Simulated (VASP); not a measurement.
Data:

```xyz
5
Lattice="3.8638 0.0000 0.0000 0.0000 3.8638 0.0000 0.0000 0.0000 3.8638" Properties=species:S:1:pos:R:3 pbc="T T T"
Sr     0.0000     0.0000     0.0000
V      1.9319     1.9319     1.9319
O      1.9319     0.0000     1.9319
O      0.0000     1.9319     1.9319
O      1.9319     1.9319     0.0000
```

Calculation: PBE GGA, VASP's PBE PAW potentials (set 64) (plane waves; VASP). Settings: 520 eV cut-off, Gaussian smearing of 0.050 eV, potentials Sr_sv V_sv O.

Q: Give the energies of bands 12 to 23 at the high-symmetry points, in eV from the Fermi level.

A: 
```json
[
 {"band": "12", "Γ": "-5.17", "X": "-6.64", "M": "-6.92", "R": "-7.14"},
 {"band": "13", "Γ": "-5.17", "X": "-5.17", "M": "-6.80", "R": "-6.42"},
 {"band": "14", "Γ": "-5.17", "X": "-5.17", "M": "-6.44", "R": "-6.42"},
 {"band": "15", "Γ": "-3.22", "X": "-4.54", "M": "-5.03", "R": "-5.86"},
 {"band": "16", "Γ": "-3.22", "X": "-4.51", "M": "-5.03", "R": "-5.86"},
 {"band": "17", "Γ": "-3.22", "X": "-4.51", "M": "-4.11", "R": "-5.86"},
 {"band": "18", "Γ": "-2.42", "X": "-4.05", "M": "-3.61", "R": "-2.02"},
 {"band": "19", "Γ": "-2.42", "X": "-2.85", "M": "-3.61", "R": "-2.02"},
 {"band": "20", "Γ": "-2.42", "X": "-2.85", "M": "-2.12", "R": "-2.02"},
 {"band": "21", "Γ": "-0.96", "X": "-0.85", "M": "0.88", "R": "1.46"},
 {"band": "22", "Γ": "-0.96", "X": "0.90", "M": "0.88", "R": "1.46"},
 {"band": "23", "Γ": "-0.96", "X": "0.90", "M": "1.24", "R": "1.46"}
]
```

It has no gap at this level: it comes out as a metal or semimetal.

The compound is SrVO3 in the cubic perovskite structure. It was relaxed first. The run is not spin-polarised, so no magnetic state was tried. The electron count is odd and the run is not spin-polarised, which forces a metal.
